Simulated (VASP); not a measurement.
A cell of Sb (a7) near equilibrium:

```xyz
2
Lattice="3.8949 -2.1661 -0.0275 3.8949 2.1661 -0.0275 2.7153 0.0000 3.5341" Properties=species:S:1:pos:R:3 pbc="T T T"
Sb     2.4744     0.0000     0.8195
Sb     8.0307     0.0000     2.6597
```

Method: PBEsol GGA, VASP's PBE PAW potentials (set 64) (plane waves; VASP 6.6.1).

```csv
run,ΔE (meV/atom),σxx,σyy,σzz,"largest shear component, with its sign (GPa)",largest force (eV/Å)
as it is,0.0,-0.15,-0.13,-0.13,-0.01,0.000
after one change,0.9,-0.80,-0.57,-0.73,0.11,0.050
```
Stress is in GPa, positive when the cell is compressed.

Task: Name the change that produced these shifts.
A) biaxial strain of +0.5 % in the xz plane
B) uniaxial strain of -1.0 % along y
C) uniaxial strain of -2.0 % along y
D) atom 2 (Sb) moved by 0.200 Å along y

Result: A, biaxial strain of +0.5 % in the xz plane

The compound is Sb in the a7 structure.
